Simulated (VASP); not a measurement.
Given:

Li₂Se is modelled in the cubic space group Fm-3m (No. 225), the anti-fluorite structure, Pearson symbol cF12. Conventional cell: a = 5.9891 Å, b = 5.9891 Å, c = 5.9891 Å, α = 90.00°, β = 90.00°, γ = 90.00°. Li on 8c sees 4 Se at 2.593 Å (tetrahedral). Se on 4a is surrounded by 8 Li at 2.593 Å (cubic). (Neighbours: up to the widest gap in distance over summed covalent radii, below 1.35, at either atom; cation-cation and far metal-metal contacts left out.)
(The calculation used a cell of 3 atoms; values per cell refer to that cell.)

Method: optB86b-vdW, VASP's PBE PAW potentials (set 64) (plane waves; VASP 6.6.1). Run with 520 eV cut-off, 7×7×7 Γ-centred mesh, Gaussian smearing of 0.050 eV, potentials Li_sv Se.

**Question.** Give the energy at these volumes per atom, relative to the lowest: 16.74, 17.28, 17.81, 18.34, 18.88 Å³.

**Answer.** 9.0, 2.4, 0.0, 1.1, 5.2 meV/atom. A third-order Birch-Murnaghan fit gives B0 = 34.5 GPa and B0′ = 4.0.

Measured: a 6.002 Å (computed value off by -0.2 %), as given by Syrotyuk et al., Condensed Matter Physics (2015), arXiv:1510.06546. The calculation is for a static lattice, while the measured a holds thermal and zero-point effects, which are part of the difference.

The compound is Li2Se in the antifluorite structure. It was relaxed first.
